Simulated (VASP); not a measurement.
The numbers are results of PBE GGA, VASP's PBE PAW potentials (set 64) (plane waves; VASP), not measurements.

VASP input:

**INCAR**
```
LMAXMIX = 6
SIGMA = 0.05
NELM = 100
SYSTEM = CeO2
ENCUT = 775   # plane-wave cut-off (eV)
ISMEAR = 0   # Gaussian
EDIFF = 1E-6
LCHARG = F
LREAL = F   # projection in real space or not
GGA = PE   # PBE
LASPH = T
PREC = Accurate
ALGO = Normal   # blocked Davidson
ISIF = 2   # forces and stress, cell fixed
LWAVE = F
```

**KPOINTS**
```
Regular mesh
0
G
  6 6 6
0 0 0
```

File POSCAR:
```
CeO2
3.8254480
  0.0000000000   0.7071067232   0.7071067232
  0.7071067232   0.0000000000   0.7071067232
  0.7071067232   0.7071067232   0.0000000000
Ce O
1 2
Cart
  0.0000000000   0.0000000000   0.0000000000
  0.3535533616   0.3535533616   0.3535533616
  1.0606600848   1.0606600848   1.0606600848
```

POTCAR, in this order: Ce O (PBE.64 set). Program: vasp_std.

The resulting files:

File OSZICAR:
```
       N       E                     dE             d eps       ncg     rms          rms(c)
DAV:   1     0.258163241056E+03    0.25816E+03   -0.14759E+04   512   0.270E+03
DAV:   2     0.149065046711E+02   -0.24326E+03   -0.23460E+03   728   0.344E+02
DAV:   3    -0.299256085708E+02   -0.44832E+02   -0.40097E+02   728   0.167E+02
DAV:   4    -0.316903004169E+02   -0.17647E+01   -0.17645E+01   728   0.362E+01
DAV:   5    -0.317932652800E+02   -0.10296E+00   -0.10296E+00   928   0.726E+00    0.314E+01
DAV:   6    -0.292906359048E+02    0.25026E+01   -0.90543E+01   736   0.599E+01    0.243E+01
DAV:   7    -0.281764234068E+02    0.11142E+01   -0.16849E+02   760   0.127E+02    0.221E+01
DAV:   8    -0.274063486632E+02    0.77007E+00   -0.32734E+00   624   0.203E+01    0.143E+01
DAV:   9    -0.262541291952E+02    0.11522E+01   -0.69835E+00   760   0.222E+01    0.166E+00
DAV:  10    -0.262418507326E+02    0.12278E-01   -0.23641E-01   864   0.390E+00    0.118E+00
DAV:  11    -0.262318602056E+02    0.99905E-02   -0.36996E-02   752   0.187E+00    0.132E+00
DAV:  12    -0.262215616403E+02    0.10299E-01   -0.93765E-02   624   0.200E+00    0.894E-01
DAV:  13    -0.262198370821E+02    0.17246E-02   -0.11006E-01   760   0.329E+00    0.763E-01
DAV:  14    -0.262180129359E+02    0.18241E-02   -0.11685E-02   800   0.105E+00    0.364E-01
DAV:  15    -0.262177384738E+02    0.27446E-03   -0.34435E-03   728   0.523E-01    0.652E-02
DAV:  16    -0.262177571501E+02   -0.18676E-04   -0.43289E-04   768   0.174E-01    0.759E-02
DAV:  17    -0.262177388998E+02    0.18250E-04   -0.60368E-05   832   0.711E-02    0.297E-02
DAV:  18    -0.262177285926E+02    0.10307E-04   -0.64466E-05   800   0.749E-02    0.352E-03
DAV:  19    -0.262177280537E+02    0.53890E-06   -0.17018E-06   432   0.142E-02
   1 F= -.26217728E+02 E0= -.26217728E+02  d E =-.256726E-11
```

OUTCAR:
```
------------------------ aborting loop because EDIFF is reached ----------------------------------------
  FORCE on cell =-STRESS in cart. coord.  units (eV):
  Direction    XX          YY          ZZ          XY          YZ          ZX
  --------------------------------------------------------------------------------------
  Total        1.3611649      1.3611649      1.3611649     -0.0000000     -0.0000000     -0.0000000
  in kB       55.0921232     55.0921232     55.0921232     -0.0000000     -0.0000000     -0.0000000
  external PRESSURE =      55.0921232 kB  Pullay stress =       0.0000000 kB
  volume of cell :       39.59
      direct lattice vectors                 reciprocal lattice vectors
     0.000000000  2.705000000  2.705000000    -0.184842884  0.184842884  0.184842884
     2.705000000  0.000000000  2.705000000     0.184842884 -0.184842884  0.184842884
     2.705000000  2.705000000  0.000000000     0.184842884  0.184842884 -0.184842884
 POSITION                                       TOTAL-FORCE (eV/Angst)
 -----------------------------------------------------------------------------------
      0.00000      0.00000      0.00000         0.000000      0.000000      0.000000
      1.35250      1.35250      1.35250        -0.000000     -0.000000     -0.000000
      4.05750      4.05750      4.05750         0.000000      0.000000     -0.000000
 -----------------------------------------------------------------------------------
    total drift:                                0.000000      0.000000      0.000000
  FREE ENERGIE OF THE ION-ELECTRON SYSTEM (eV)
  ---------------------------------------------------
  free  energy   TOTEN  =       -26.2177280537 eV

  energy  without entropy=      -26.2177280537  energy(sigma->0) =      -26.21772805
```
(Selected blocks of OUTCAR.)

**OUTCAR**
```
 val. band max:        5.2358761691   @ k =   0.5000   0.3333   0.1667

 cond. band min:       7.3028679616   @ k =   0.5000   0.0000   0.0000


 Fermi energy:         5.4654336234

 k-point     1 :       0.0000    0.0000    0.0000
  band No.  band energies     occupation
      1     -27.0705      2.00000
      2     -10.9845      2.00000
      3     -10.0381      2.00000
      4      -9.2139      2.00000
      5      -9.2139      2.00000
      6      -9.2139      2.00000
      7       1.4690      2.00000
      8       1.4690      2.00000
      9       1.4690      2.00000
     10       4.7282      2.00000
     11       4.7282      2.00000
     12       4.7282      2.00000
     13       7.6315      0.00000
     14       7.6315      0.00000
     15       7.6315      0.00000
     16       7.8826      0.00000

 k-point     2 :       0.1667    0.0000    0.0000
  band No.  band energies     occupation
      1     -27.0186      2.00000
      2     -11.7811      2.00000
      3     -10.2548      2.00000
      4      -9.2777      2.00000
      5      -9.2777      2.00000
      6      -8.3689      2.00000
      7       1.7147      2.00000
      8       1.7147      2.00000
      9       2.1416      2.00000
     10       4.5042      2.00000
     11       4.6366      2.00000
     12       4.6366      2.00000
     13       7.6031      0.00000
     14       7.6031      0.00000
     15       7.6338      0.00000
     16       7.9147      0.00000

 k-point     3 :       0.3333    0.0000    0.0000
  band No.  band energies     occupation
      1     -26.9119      2.00000
      2     -12.7393      2.00000
      3     -10.6659      2.00000
      4      -9.4001      2.00000
      5      -9.4001      2.00000
      6      -7.2521      2.00000
      7       2.1656      2.00000
      8       2.1656      2.00000
      9       3.4231      2.00000
     10       4.2430      2.00000
     11       4.5354      2.00000
     12       4.5354      2.00000
     13       7.5249      0.00000
...
```

The compound is CeO2 in the fluorite structure. The cell was not relaxed at this level. The run is one of a series of settings (ENCUT = 775 against the base run), some of them coarse on purpose. The run is not spin-polarised, so no magnetic state was tried.
